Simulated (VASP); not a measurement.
Computed with r2SCAN meta-GGA, VASP's PBE PAW potentials (set 64) (plane waves; VASP).

VASP input:

### INCAR
```
# general
SYSTEM  = Mo
PREC    = Accurate
ENCUT   = 520
LREAL   = F
LASPH   = T

# electronic loop
EDIFF   = 1E-7
NELM    = 100
ALGO    = Normal
LMAXMIX = 4
LMIXTAU = T

# smearing
ISMEAR  = -5

# functional
METAGGA = R2SCAN

# ions
ISIF    = 2

# output
LWAVE   = F
LCHARG  = F
LORBIT  = 11
NEDOS   = 601
```

### KPOINTS_OPT
```
k-points along high-symmetry lines
10
Line-mode
Reciprocal
  0.000000   0.000000   0.000000 ! GAMMA
  0.500000  -0.500000   0.500000 ! H

  0.500000  -0.500000   0.500000 ! H
  0.000000   0.000000   0.500000 ! N

  0.000000   0.000000   0.500000 ! N
  0.000000   0.000000   0.000000 ! GAMMA

  0.000000   0.000000   0.000000 ! GAMMA
  0.250000   0.250000   0.250000 ! P

  0.250000   0.250000   0.250000 ! P
  0.500000  -0.500000   0.500000 ! H

  0.250000   0.250000   0.250000 ! P
  0.000000   0.000000   0.500000 ! N
```

**KPOINTS**
```
Automatic mesh
0
Gamma
18 18 18
0 0 0
```

**POSCAR**
```
Mo
1.0
 -1.5778899017   1.5778899017   1.5778899017
  1.5778899017  -1.5778899017   1.5778899017
  1.5778899017   1.5778899017  -1.5778899017
Mo
1
Direct
  0.0000000000   0.0000000000   0.0000000000
```

POTCAR, in this order: Mo_sv (PBE.64 set). Program: vasp_std.

The run wrote:

### OSZICAR
```
       N       E                     dE             d eps       ncg     rms          rms(c)
DAV:   1     0.752685769541E+02    0.75269E+02   -0.85515E+03  4306   0.134E+03
DAV:   2    -0.309767873803E+02   -0.10625E+03   -0.10289E+03  4665   0.356E+02
DAV:   3    -0.324083120400E+02   -0.14315E+01   -0.14209E+01  4990   0.415E+01
DAV:   4    -0.324121761672E+02   -0.38641E-02   -0.38602E-02  4703   0.255E+00
DAV:   5    -0.324121984364E+02   -0.22269E-04   -0.22252E-04  5000   0.187E-01    0.179E+01
DAV:   6    -0.253052610049E+02    0.71069E+01   -0.42266E+00  4530   0.271E+01    0.198E+00
DAV:   7    -0.261062506638E+02   -0.80099E+00   -0.21080E-01  4413   0.564E+00    0.168E+00
DAV:   8    -0.255630981917E+02    0.54315E+00   -0.77370E-01  4851   0.100E+01    0.307E+00
DAV:   9    -0.260019895844E+02   -0.43889E+00   -0.25617E-01  4611   0.491E+00    0.114E+00
DAV:  10    -0.260760292314E+02   -0.74040E-01   -0.14953E-02  4575   0.150E+00    0.456E-01
DAV:  11    -0.260781710365E+02   -0.21418E-02   -0.28335E-03  4803   0.677E-01    0.480E-02
DAV:  12    -0.260780222399E+02    0.14880E-03   -0.71987E-05  4656   0.116E-01    0.252E-02
DAV:  13    -0.260781017334E+02   -0.79493E-04   -0.53647E-05  4494   0.104E-01    0.823E-03
DAV:  14    -0.260780735387E+02    0.28195E-04   -0.16591E-05  4578   0.602E-02    0.375E-03
DAV:  15    -0.260780815107E+02   -0.79720E-05   -0.69507E-07  4958   0.121E-02    0.188E-03
DAV:  16    -0.260780820756E+02   -0.56487E-06   -0.26262E-07  4593   0.565E-03    0.513E-04
DAV:  17    -0.260780825308E+02   -0.45524E-06   -0.26553E-08  2292   0.187E-03    0.318E-04
DAV:  18    -0.260780826592E+02   -0.12836E-06   -0.18630E-09  2235   0.516E-04    0.170E-04
DAV:  19    -0.260780828113E+02   -0.15209E-06   -0.23009E-09  2208   0.616E-04    0.401E-05
DAV:  20    -0.260780828440E+02   -0.32753E-07   -0.12378E-10  2199   0.126E-04
   1 F= -.26078083E+02 E0= -.26078083E+02  d E =0.000000E+00
       N       E                     dE             ncg
```

OUTCAR:
```
------------------------ aborting loop because EDIFF is reached ----------------------------------------
  FORCE on cell =-STRESS in cart. coord.  units (eV):
  Direction    XX          YY          ZZ          XY          YZ          ZX
  --------------------------------------------------------------------------------------
  Total        0.0099042      0.0099042      0.0099042      0.0000000     -0.0000000      0.0000000
  in kB        1.0098141      1.0098141      1.0098141      0.0000000     -0.0000000      0.0000000
  external PRESSURE =       1.0098141 kB  Pullay stress =       0.0000000 kB
  volume of cell :       15.71
      direct lattice vectors                 reciprocal lattice vectors
    -1.577889902  1.577889902  1.577889902     0.000000000  0.316878890  0.316878890
     1.577889902 -1.577889902  1.577889902     0.316878890  0.000000000  0.316878890
     1.577889902  1.577889902 -1.577889902     0.316878890  0.316878890  0.000000000
 POSITION                                       TOTAL-FORCE (eV/Angst)
 -----------------------------------------------------------------------------------
      0.00000      0.00000      0.00000         0.000000      0.000000      0.000000
 -----------------------------------------------------------------------------------
    total drift:                                0.000000     -0.000000     -0.000000
  FREE ENERGIE OF THE ION-ELECTRON SYSTEM (eV)
  ---------------------------------------------------
  free  energy   TOTEN  =       -26.0780828440 eV

  energy  without entropy=      -26.0780828440  energy(sigma->0) =      -26.07808284

 total charge

# of ion       s       p       d       tot
------------------------------------------
    1        2.375   6.214   3.862  12.451
```
(Selected blocks of OUTCAR.)

For a metal the tetrahedron method with Blöchl corrections gives inexact stress and forces.

The compound is Mo in the bcc structure. It was relaxed first.
